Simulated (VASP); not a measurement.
A VASP calculation is set up with these files.

KPOINTS:
```
Automatic mesh
0
Gamma
6 6 2
0 0 0
```

**POSCAR**
```
Sn
1
    4.5723620000     0.0000000000     0.0000000000
   -2.2861810000     3.9597810000     0.0000000000
    0.0000000000     0.0000000000    12.4533760000
Sn
4
Cartesian
  0.0000000000   0.0000000000   0.2500000000
  0.0000000000   0.0000000000   0.7500000000
  0.3333330000   0.6666670000   0.2500000000
  0.6666670000   0.3333330000   0.7500000000
```

### INCAR
```
SYSTEM = Sn
PREC = Accurate
ENCUT = 400
EDIFF = 1E-6
NELM = 100
ALGO = Normal
LREAL = .FALSE.
LASPH = .TRUE.
ISMEAR = 1
SIGMA = 0.1
GGA = PE
LMAXMIX = 4
LWAVE = .FALSE.
LCHARG = .FALSE.
ISIF = 2
```

POTCAR, in this order: Sn_d (PBE.64 set). Program: vasp_std.

**Question.** What happens when VASP runs on this input?

**Answer.** There is a fault: fractional coordinates stand under the word Cartesian. VASP stops with an error: EDDAV: Call to ZHEGV failed. Returncode = 9 2 16 ----> I REFUSE TO CONTINUE WITH THIS SICK JOB ... BYE!!! <----

### standard output
```
 POSCAR found type information on POSCAR Sn
 POSCAR found :  1 types and       4 ions
 Reading from existing POTCAR
 Reading from existing POTCAR
 LDA part: xc-table for (Slater+PW92), standard interpolation

 -----------------------------------------------------------------------------
|                                                                             |
|           W    W    AA    RRRRR   N    N  II  N    N   GGGG   !!!           |
|           W    W   A  A   R    R  NN   N  II  NN   N  G    G  !!!           |
|           W    W  A    A  R    R  N N  N  II  N N  N  G       !!!           |
|           W WW W  AAAAAA  RRRRR   N  N N  II  N  N N  G  GGG   !            |
|           WW  WW  A    A  R   R   N   NN  II  N   NN  G    G                |
|           W    W  A    A  R    R  N    N  II  N    N   GGGG   !!!           |
|                                                                             |
|     The distance between some ions is very small. Please check the          |
|     nearest-neighbor list in the OUTCAR file.                               |
|     I HOPE YOU KNOW WHAT YOU ARE DOING!                                     |
|                                                                             |
 -----------------------------------------------------------------------------

 POSCAR, INCAR and KPOINTS ok, starting setup
 WAVECAR not read
 entering main loop
       N       E                     dE             d eps       ncg     rms          rms(c)

 -----------------------------------------------------------------------------
|                                                                             |
|     EEEEEEE  RRRRRR   RRRRRR   OOOOOOO  RRRRRR      ###     ###     ###     |
|     E        R     R  R     R  O     O  R     R     ###     ###     ###     |
|     E        R     R  R     R  O     O  R     R     ###     ###     ###     |
|     EEEEE    RRRRRR   RRRRRR   O     O  RRRRRR       #       #       #      |
|     E        R   R    R   R    O     O  R   R                               |
|     E        R    R   R    R   O     O  R    R      ###     ###     ###     |
|     EEEEEEE  R     R  R     R  OOOOOOO  R     R     ###     ###     ###     |
|                                                                             |
|     EDDAV: Call to ZHEGV failed. Returncode = 9 2 16                        |
|                                                                             |
|       ---->  I REFUSE TO CONTINUE WITH THIS SICK JOB ... BYE!!! <----       |
|                                                                             |
 -----------------------------------------------------------------------------
```

To mend it, correct POSCAR.
File POSCAR:
```
Sn
1
    4.5723620000     0.0000000000     0.0000000000
   -2.2861810000     3.9597810000     0.0000000000
    0.0000000000     0.0000000000    12.4533760000
Sn
4
Direct
  0.0000000000   0.0000000000   0.2500000000
  0.0000000000   0.0000000000   0.7500000000
  0.3333330000   0.6666670000   0.2500000000
  0.6666670000   0.3333330000   0.7500000000
```
The mended run (PBE GGA, plane waves, VASP's PBE PAW potentials (set 64)) converges, and its OSZICAR ends with
```
   1 F= -.12716884E+02 E0= -.12716187E+02  d E =-.208897E-02
```

The structure was generated: Sn was put into the graphite type (P6_3/mmc), which need not be its known phase. The cell was not relaxed at this level.
